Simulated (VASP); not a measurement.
A convergence study with VASP on Au (space group Fm-3m): one setting is varied, all else stays as given below, so the limit is that of these other settings.

```yaml
crystal:
  lattice:
    - [0.00000, 2.03388, 2.03388]
    - [2.03388, 0.00000, 2.03388]
    - [2.03388, 2.03388, 0.00000]
  atoms:
    - { symbol: Au, position: [0.00000, 0.00000, 0.00000] }
```

Method: PBEsol GGA, VASP's PBE PAW potentials (set 64) (plane waves; VASP 6.6.1). The tightest run used: 300 eV cut-off, 22×22×22 Γ-centred mesh, Fermi-Dirac smearing of 0.10 eV, potentials Au.

The settings run are 2×2×2 mesh; 3×3×3 mesh; 4×4×4 mesh; 5×5×5 mesh; 6×6×6 mesh; 7×7×7 mesh; 8×8×8 mesh; 9×9×9 mesh; 10×10×10 mesh; 11×11×11 mesh; 12×12×12 mesh; 13×13×13 mesh; 15×15×15 mesh; 16×16×16 mesh; 18×18×18 mesh; 20×20×20 mesh; 22×22×22 mesh. From which on does the energy per atom stay within 0.005 eV/atom of the tightest run?

From 13×13×13 mesh on: it is off by 0.0029 there and by no more than 0.005 in any finer run, while 12×12×12 mesh is off by 0.0097.
| setting | E (eV/atom) | pressure (GPa) | irreducible k-points | difference judged (eV/atom) |
|---|---|---|---|---|
| 2×2×2 mesh | -0.4599 | 49.35 | 3 | 3.4711 |
| 3×3×3 mesh | -4.3359 | -4.79 | 4 | 0.4049 |
| 4×4×4 mesh | -3.7193 | 3.80 | 8 | 0.2117 |
| 5×5×5 mesh | -4.0412 | -0.05 | 10 | 0.1102 |
| 6×6×6 mesh | -3.8595 | 2.47 | 16 | 0.0715 |
| 7×7×7 mesh | -3.9832 | 0.72 | 20 | 0.0522 |
| 8×8×8 mesh | -3.8897 | 1.99 | 29 | 0.0413 |
| 9×9×9 mesh | -3.9547 | 0.93 | 35 | 0.0237 |
| 10×10×10 mesh | -3.9081 | 1.42 | 47 | 0.0229 |
| 11×11×11 mesh | -3.9387 | 0.92 | 56 | 0.0077 |
| 12×12×12 mesh | -3.9214 | 1.09 | 72 | 0.0097 |
| 13×13×13 mesh | -3.9339 | 0.81 | 84 | 0.0029 |
| 15×15×15 mesh | -3.9312 | 0.95 | 120 | 0.0002 |
| 16×16×16 mesh | -3.9302 | 1.09 | 145 | 0.0008 |
| 18×18×18 mesh | -3.9309 | 1.10 | 195 | 0.0001 |
| 20×20×20 mesh | -3.9309 | 1.08 | 256 | 0.0001 |
| 22×22×22 mesh | -3.9310 | 1.04 | 328 | 0.0000 |

Left out are rungs that failed or repeat a setting and relaxations that didn't move; long series are thinned to 24 rows.

The structure is a typed Au crystal (space group no. 225). The cell was not relaxed at this level.
